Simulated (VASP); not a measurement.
# HfTaN3 (Cmcm) in VASP: single point with r2SCAN

Aim: the single point of HfTaN3 with r2SCAN.

Program: VASP 6.6.1. These are calculated values, not measurements. Logs are shortened: lines on timing, memory, paths and dates and some standing lists are left out, and cuts for length are marked.

## Step 1: Starting point

The structure is orthorhombic, space group Cmcm (No. 63). The conventional cell has a = 3.039 Å, b = 9.856 Å, c = 7.439 Å, α = 90.00°, β = 90.00°, γ = 90.00°. Around Hf (site symmetry m2m) lie 6 N at 2.13 to 2.33 Å. Ta (site symmetry 2/m) is surrounded by 6 N at 2.07 to 2.10 Å. N (site symmetry m2m) is surrounded by 2 Ta at 2.07 Å and 2 Hf at 2.13 Å. Around N (site symmetry m) lie 2 Ta at 2.10 Å and 2 Hf at 2.33 Å.

The cell was built by a generator and needn't be a form met in nature.

## Step 2: Single point, r2SCAN

File INCAR:

```
PREC = Accurate
ENCUT = 520
EDIFF = 1E-6
ISMEAR = 0
SIGMA = 0.1
LREAL = F
LASPH = T
NELM = 150
ALGO = Normal
ISIF = 2
LWAVE = F
LCHARG = F
METAGGA = R2SCAN
LMIXTAU = T
KPAR = 4
```

File KPOINTS:

```
Automatic mesh
0
Gamma
  10 10 4
```

File POSCAR:

```
HfTaN3
1.0
    1.5193500000     -4.9279400000      0.0000000000
    1.5193500000      4.9279400000      0.0000000000
    0.0000000000      0.0000000000      7.4390300000
Hf Ta N
2 2 6
Direct
    0.2567970000      0.7432030000      0.7500000000
    0.7432030000      0.2567970000      0.2500000000
    0.0000000000      0.0000000000      0.5000000000
    0.0000000000      0.0000000000      0.0000000000
    0.9075430000      0.0924570000      0.7500000000
    0.0924570000      0.9075430000      0.2500000000
    0.6373680000      0.3626320000      0.5722960000
    0.6373680000      0.3626320000      0.9277040000
    0.3626320000      0.6373680000      0.0722960000
    0.3626320000      0.6373680000      0.4277040000
```

Potentials or basis: VASP PAW PBE potentials, release 64 (Hf_pv, Ta_pv, N).

Command:

```console
$ cat potpaw_PBE.64/Hf_pv/POTCAR potpaw_PBE.64/Ta_pv/POTCAR potpaw_PBE.64/N/POTCAR > POTCAR
$ mpirun -np 4 vasp_std > vasp.out
```

OUTCAR:

```text
PREC = Accurate
   ENCUT = 520
   EDIFF = 1E-6
   ISMEAR = 0
   LREAL = F
   LASPH = T
   NELM = 150
   ISIF = 2
   METAGGA = R2SCAN

 ion  position               nearest neighbor table
   1  0.257  0.743  0.750-   5 2.13   5 2.13   8 2.33   7 2.33   7 2.33   8 2.33  10 2.61   9 2.61
                             4 3.14   3 3.14   4 3.39   4 3.39   3 3.39   3 3.39
   2  0.743  0.257  0.250-   6 2.13   6 2.13   9 2.33   9 2.33  10 2.33  10 2.33   8 2.61   7 2.61
                             4 3.14   3 3.14   3 3.39   3 3.39   4 3.39   4 3.39
   3  0.000  0.000  0.500-   5 2.07   6 2.07   7 2.10  10 2.10   7 2.10  10 2.10   1 3.14   2 3.14
                             2 3.39   1 3.39   1 3.39   2 3.39
   4  0.000  0.000  0.000-   5 2.07   6 2.07   8 2.10   9 2.10   8 2.10   9 2.10   1 3.14   2 3.14
                             2 3.39   1 3.39   1 3.39   2 3.39
   5  0.908  0.092  0.750-   3 2.07   4 2.07   1 2.13   1 2.13
   6  0.092  0.908  0.250-   3 2.07   4 2.07   2 2.13   2 2.13
   7  0.637  0.363  0.572-   3 2.10   3 2.10   1 2.33   1 2.33   2 2.61
   8  0.637  0.363  0.928-   4 2.10   4 2.10   1 2.33   1 2.33   2 2.61
   9  0.363  0.637  0.072-   4 2.10   4 2.10   2 2.33   2 2.33   1 2.61
  10  0.363  0.637  0.428-   3 2.10   3 2.10   2 2.33   2 2.33   1 2.61

  LATTYP: Found a base centered orthorhombic cell.
 ALAT       =     3.0387000000
 B/A-ratio  =     3.2434527923
 C/A-ratio  =     2.4480962254

  Lattice vectors:

 A1 = (   1.5193500000,  -4.9279400000,   0.0000000000)
 A2 = (   1.5193500000,   4.9279400000,   0.0000000000)
 A3 = (   0.0000000000,   0.0000000000,   7.4390300000)

Analysis of symmetry for initial positions (statically):
=====================================================================
 Subroutine PRICEL returns:
 Original cell was already a primitive cell.

 Routine SETGRP: Setting up the symmetry group for a
 base centered orthorhombic supercell.

 Subroutine GETGRP returns: Found  8 space group operations
 (whereof  4 operations were pure point group operations)
 out of a pool of  8 trial point group operations.

The static configuration has the point symmetry C_2h.
 The point group associated with its full space group is D_2h.

Analysis of symmetry for dynamics (positions and initial velocities):
=====================================================================
 Subroutine PRICEL returns:
 Original cell was already a primitive cell.

 Routine SETGRP: Setting up the symmetry group for a
 base centered orthorhombic supercell.

 Subroutine GETGRP returns: Found  8 space group operations
 (whereof  4 operations were pure point group operations)
 out of a pool of  8 trial point group operations.

The dynamic configuration has the point symmetry C_2h.
 The point group associated with its full space group is D_2h.

 Subroutine INISYM returns: Found  8 space group operations
 (whereof  4 operations are pure point group operations),
 and found     1 'primitive' translations

----------------------------------------------------------------------------------------

                                     Primitive cell

  volume of cell :     111.3960

  direct lattice vectors                    reciprocal lattice vectors
     1.519350000 -4.927940000  0.000000000     0.329088097 -0.101462274  0.000000000
     1.519350000  4.927940000  0.000000000     0.329088097  0.101462274  0.000000000
     0.000000000  0.000000000  7.439030000     0.000000000  0.000000000  0.134426128

  length of vectors
     5.156841772  5.156841772  7.439030000     0.344374169  0.344374169  0.134426128

  position of ions in fractional coordinates (direct lattice)
     0.256797000  0.743203000  0.750000000
     0.743203000  0.256797000  0.250000000
     0.000000000  0.000000000  0.500000000
     0.000000000  0.000000000  0.000000000
     0.907543000  0.092457000  0.750000000
     0.092457000  0.907543000  0.250000000
     0.637368000  0.362632000  0.572296000
     0.637368000  0.362632000  0.927704000
     0.362632000  0.637368000  0.072296000
     0.362632000  0.637368000  0.427704000

  ion indices of the primitive-cell ions
   primitive index   ion index
                 1           1
                 2           2
                 3           3
                 4           4
                 5           5
                 6           6
                 7           7
                 8           8
                 9           9
                10          10

----------------------------------------------------------------------------------------

 KPOINTS: Automatic mesh

Automatic generation of k-mesh.
 Grid dimensions read from file:
 generate k-points for:   10   10    4

 Generating k-lattice:

  Cartesian coordinates                     Fractional coordinates (reciprocal lattice)
     0.032908810 -0.010146227  0.000000000     0.100000000  0.000000000  0.000000000
     0.032908810  0.010146227  0.000000000     0.000000000  0.100000000  0.000000000
     0.000000000  0.000000000  0.033606532     0.000000000  0.000000000  0.250000000

  Length of vectors
     0.034437417  0.034437417  0.033606532

  Shift w.r.t. Gamma in fractional coordinates (k-lattice)
     0.000000000  0.000000000  0.000000000

 Subroutine IBZKPT returns following result:
 ===========================================

 Found     93 irreducible k-points:

 Following reciprocal coordinates:
            Coordinates               Weight
  0.000000  0.000000  0.000000      1.000000
  0.100000  0.000000  0.000000      4.000000
  0.200000  0.000000  0.000000      4.000000
  0.300000  0.000000  0.000000      4.000000
  0.400000  0.000000  0.000000      4.000000
  0.500000  0.000000  0.000000      2.000000
[... 16 lines left out ...]
  0.300000  0.300000  0.000000      2.000000
  0.400000  0.300000  0.000000      4.000000
 [... further k-points ...]
   k-points           NKPTS =     93   k-points in BZ     NKDIM =     93   number of bands    NBANDS=     43
   number of dos      NEDOS =    301   number of ions     NIONS =     10
   total plane-waves  NPLWV =  89600
   dimension x,y,z NGX =    40 NGY =   40 NGZ =   56
   dimension x,y,z NGXF=    80 NGYF=   80 NGZF=  112
   ions per type =               2   2   6
   NGX,Y,Z   is equivalent  to a cutoff of  12.90, 12.90, 12.51 a.u.
   NGXF,Y,Z  is equivalent  to a cutoff of  25.79, 25.79, 25.03 a.u.
 SYSTEM =  unknown system
   PREC   = accura    normal or accurate (medium, high low for compatibility)
   ISTART =      0    job   : 0-new  1-cont  2-samecut
   ICHARG =      2    charge: 1-file 2-atom 10-const
   ISPIN  =      1    spin polarized calculation?
   LNONCOLLINEAR =      F non collinear calculations
   LSORBIT =      F    spin-orbit coupling
   LASPH  =      T    aspherical Exc in radial PAW
   ENCUT  =  520.0 eV  38.22 Ry    6.18 a.u.   9.59  9.59 13.83*2*pi/ulx,y,z
   NELM   =    150;   NELMIN=  2; NELMDL= -5     # of ELM steps
   EDIFF  = 0.1E-05   stopping-criterion for ELM
   LREAL  =      F    real-space projection
   EDIFFG = 0.1E-04   stopping-criterion for IOM
   NSW    =      0    number of steps for IOM
   IBRION =     -1    ionic relax: 0-MD 1-quasi-New 2-CG
   NFREE  =      0    steps in history (QN), initial steepest desc. (CG)
   ISIF   =      2    stress and relaxation
   ISYM   =      2    0-nonsym 1-usesym 2-fastsym
   POTIM  = 0.5000    time-step for ionic-motion
   TEBEG  =    0.0;   TEEND  =   0.0 temperature during run
   PSTRESS=    0.0 pullay stress
   NELECT =      72.0000    total number of electrons
   NUPDOWN=      -1.0000    fix difference up-down
   EMIN   =  10.00;   EMAX   =-10.00  energy-range for DOS
   EFERMI =   0.00;   METHOD = LEGACY
   ISMEAR =     0;   SIGMA  =   0.10  broadening in eV -4-tet -1-fermi 0-gaus
   EFERMI_NEDOS =   21; number of points for ismear=-14 and -15
   IALGO  =     38    algorithm
   IMIX   =      4    mixing-type and parameters
     AMIX     =   0.40;   BMIX     =  1.00
     AMIX_MAG =   1.60;   BMIX_MAG =  1.00
  volume/ion in A,a.u.               =      11.14        75.17
  Fermi-wavevector in a.u.,A,eV,Ry     =   1.415454  2.674821 27.259416  2.003511
  Thomas-Fermi vector in A             =   2.536891
   LORBIT       =      0    0 simple, 1 ext, 2 COOP (PROOUT), +10 PAW based schemes
   METAGGA = R2SCAN    functional components
   LHFCALC =     F    Hartree Fock is set to
   AEXX    =    0.0000 exact exchange contribution
   IVDW    =     0    specifies the selected vdW correction
   LEPSILON=     F    determine dielectric tensor
   LRPA    =     F    only Hartree local field effects (RPA)
 non-spin polarized calculation
 Gauss-broadening in eV      SIGMA  =   0.10
  energy-cutoff  :      520.00
  volume of cell :      111.40
 maximum number of plane-waves:      3032
 NGX is ok and might be reduce to    40
   NGX = 19   NGY = 19   NGZ = 27

 number of electron      71.9999991 magnetization

 Free energy of the ion-electron system (eV)
  ---------------------------------------------------
  ext. energy  EPLUGINS =         0.00000000
  ---------------------------------------------------
  free energy    TOTEN  =      -257.98957246 eV

  energy without entropy =     -257.98810497  energy(sigma->0) =     -257.98883871

 E-fermi :   5.8885     XC(G=0): -13.2196

 val. band max:        5.8531022092   @ k =  -0.3000   0.3000   0.0000
 cond. band min:       5.9328324935   @ k =  -0.2000   0.2000   0.0000
 fundamental gap:      0.0797302843
 Fermi energy:         5.8884964113

 k-point     1 :       0.0000    0.0000    0.0000
  band No.  band energies     occupation
      1     -30.4363      2.00000
      2     -30.4181      2.00000
      3     -30.3869      2.00000
      4     -30.2840      2.00000
      5     -30.0746      2.00000
      6     -30.0698      2.00000
[... 35 lines left out ...]
     42       9.8668      0.00000
     43       9.8754      0.00000

 k-point     2 :       0.1000    0.0000    0.0000
  band No.  band energies     occupation
      1     -30.4258      2.00000
      2     -30.4086      2.00000
      3     -30.3821      2.00000
      4     -30.2794      2.00000
      5     -30.1300      2.00000
      6     -30.1249      2.00000
[... 35 lines left out ...]
     42       9.4860      0.00000
     43       9.6951      0.00000

 k-point     3 :       0.2000    0.0000    0.0000
  band No.  band energies     occupation
      1     -30.3985      2.00000
      2     -30.3835      2.00000
      3     -30.3696      2.00000
      4     -30.2728      2.00000
      5     -30.2672      2.00000
      6     -30.2667      2.00000
[... 35 lines left out ...]
     42       9.3053      0.00000
     43       9.8082      0.00000

 k-point     4 :       0.3000    0.0000    0.0000
  band No.  band energies     occupation
      1     -30.4446      2.00000
      2     -30.4373      2.00000
      3     -30.3647      2.00000
      4     -30.3538      2.00000
      5     -30.3524      2.00000
      6     -30.2521      2.00000
[... 863 lines left out ...]
     42       9.9819      0.00000
     43      10.1154      0.00000

 k-point    23 :       0.3000    0.3000    0.0000
  band No.  band energies     occupation
      1     -30.5803      2.00000
      2     -30.5716      2.00000
      3     -30.3436      2.00000
      4     -30.3350      2.00000
      5     -30.3287      2.00000
      6     -30.2395      2.00000
[... 35 lines left out ...]
     42      10.2261      0.00000
     43      10.8091      0.00000

 k-point    24 :       0.4000    0.3000    0.0000
  band No.  band energies     occupation
      1     -30.4452      2.00000
      2     -30.4371      2.00000
      3     -30.3647      2.00000
      4     -30.3562      2.00000
      5     -30.3544      2.00000
      6     -30.2515      2.00000
[... 35 lines left out ...]
     42       9.7717      0.00000
     43      10.3169      0.00000

 [... further k-points ...]

------------------------ aborting loop because EDIFF is reached ----------------------------------------

  FORCE on cell =-STRESS in cart. coord.  units (eV):
  Direction    XX          YY          ZZ          XY          YZ          ZX
  --------------------------------------------------------------------------------------
  -------------------------------------------------------------------------------------
  Total       -3.4830836     -2.9939557     -2.3419034      0.0000000      0.0000000      0.0000000
  in kB      -50.0962170    -43.0612280    -33.6829410      0.0000000      0.0000000      0.0000000
  external PRESSURE =     -42.2801287 kB  Pullay stress =       0.0000000 kB

 VOLUME and BASIS-vectors are now :
 -----------------------------------------------------------------------------
  energy-cutoff  :      520.00
  volume of cell :      111.40
      direct lattice vectors                 reciprocal lattice vectors
     1.519350000 -4.927940000  0.000000000     0.329088097 -0.101462274  0.000000000
     1.519350000  4.927940000  0.000000000     0.329088097  0.101462274  0.000000000
     0.000000000  0.000000000  7.439030000     0.000000000  0.000000000  0.134426128

 POSITION                                       TOTAL-FORCE (eV/Angst)
 -----------------------------------------------------------------------------------
      1.51935      2.39698      5.57927        -0.000000     -0.151839      0.000000
      1.51935     -2.39698      1.85976        -0.000000      0.151839      0.000000
      0.00000      0.00000      3.71951        -0.000000     -0.000000      0.000000
      0.00000      0.00000      0.00000         0.000000     -0.000000      0.000000
      1.51935     -4.01669      5.57927        -0.000000      0.147101      0.000000
      1.51935      4.01669      1.85976        -0.000000     -0.147101      0.000000
      1.51935     -1.35388      4.25733        -0.000000      0.153261     -0.098679
      1.51935     -1.35388      6.90122        -0.000000      0.153261      0.098679
      1.51935      1.35388      0.53781        -0.000000     -0.153261     -0.098679
      1.51935      1.35388      3.18170        -0.000000     -0.153261      0.098679
 -----------------------------------------------------------------------------------
    total drift:                                0.000000     -0.000000      0.000000

  FREE ENERGIE OF THE ION-ELECTRON SYSTEM (eV)
  ---------------------------------------------------
  free  energy   TOTEN  =      -257.9895724569 eV

  energy  without entropy=     -257.9881049731  energy(sigma->0) =     -257.98883871
```

Run time: 5.3 min. Hardware: 4 MPI ranks of Intel Xeon 6975P-C (Granite Rapids), shared host; peak memory 0.58 GiB.

Results:

```yaml
Free_energy: -257.9896 eV
Pressure: -4.2 GPa
Largest_force: 0.182 eV/Å
Band_gap_on_the_k_mesh: none (metal or under the smearing width)
```

Forces on the atoms (eV/Å):
```
Hf   0.000 -0.152  0.000
Hf   0.000  0.152  0.000
Ta   0.000  0.000  0.000
Ta   0.000  0.000  0.000
N    0.000  0.147  0.000
N    0.000 -0.147  0.000
N    0.000  0.153 -0.099
N    0.000  0.153  0.099
N    0.000 -0.153 -0.099
N    0.000 -0.153  0.099
```

Levels at points of the mesh, in eV from the Fermi level:
| k point | band 34 | band 35 | band 36 | band 37 | band 38 | band 39 |
| --- | --- | --- | --- | --- | --- | --- |
| (0.00, 0.00, 0.00) | -0.49 | -0.30 | 0.23 | 0.35 | 1.80 | 2.71 |
| (0.50, 0.00, 0.00) | -1.59 | -1.55 | -1.02 | 1.68 | 1.91 | 3.30 |
| (0.50, 0.50, 0.00) | -1.65 | -1.46 | -0.29 | -0.28 | 1.09 | 2.09 |
| (0.00, 0.00, 0.50) | -0.96 | -0.50 | -0.50 | 1.04 | 1.04 | 3.37 |
| (0.50, 0.00, 0.50) | -1.83 | -1.31 | -1.31 | 2.36 | 2.36 | 3.10 |
| (0.50, 0.50, 0.50) | -2.04 | -1.19 | -1.19 | 0.53 | 0.53 | 3.09 |

Caveat: the PAW data sets were made with another functional, which shifts forces and pressure a little.
